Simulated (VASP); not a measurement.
Calculation: PBE GGA with D3 dispersion (zero damping), VASP's PBE PAW potentials (set 64) (plane waves; VASP).

Input for VASP

**POSCAR**
```
As
1
    3.6194029435    -1.9070214027    -0.0351426362
    3.6194029435     1.9070214027    -0.0351426362
    2.6452598984     0.0000000000     3.1210001019
As
2
Direct
  0.2287238311   0.2287238311   0.2287238311
  0.7712761689   0.7712761689   0.7712761689
```

**INCAR**
```
LORBIT=11   ! lm-projected
LWAVE=F
ALGO=Normal
IVDW=11
LCHARG=T
NELM=100   ! most electronic steps
SYSTEM=As
EDIFF=1E-7
ENCUT=520
NEDOS=601
GGA=PE
ISMEAR=-5   ! tetrahedra, Bloechl
LMAXMIX=4   ! l cut-off of mixed one-centre charges
ISIF=2
LASPH=T   ! aspherical one-centre terms
LREAL=F   ! projection in real space or not
PREC=Accurate
```

### KPOINTS
```
Automatic mesh
0
Gamma
13 13 13
0 0 0
```

POTCAR, in this order: As (PBE.64 set). Program: vasp_std.

Question: Predict the energy per atom (σ→0), dispersion energy, band gap (on the k-mesh).

Answer: 
The energy per atom (σ→0) is -4.903 eV/atom and the dispersion energy is -0.472 eV. The band gap (on the k-mesh) comes out as none (metal, semimetal or under 0.01 eV).

File OSZICAR:
```
...
DAV:   7    -0.933426927287E+01    0.34531E-02   -0.10225E-02  4404   0.855E-01    0.891E-02
DAV:   8    -0.933439389845E+01   -0.12463E-03   -0.38289E-04  4322   0.147E-01    0.339E-02
DAV:   9    -0.933443968213E+01   -0.45784E-04   -0.70366E-05  4640   0.675E-02    0.982E-03
DAV:  10    -0.933443812410E+01    0.15580E-05   -0.62112E-06  5011   0.165E-02    0.349E-03
DAV:  11    -0.933443793853E+01    0.18557E-06   -0.87636E-07  4340   0.736E-03    0.135E-03
DAV:  12    -0.933443809130E+01   -0.15277E-06   -0.47181E-08  2373   0.159E-03    0.274E-04
DAV:  13    -0.933443807226E+01    0.19041E-07   -0.14903E-08  2123   0.978E-04
   1 F= -.98067735E+01 E0= -.98067735E+01  d E =0.000000E+00
```

The compound is As in the a7 structure. It was relaxed first.
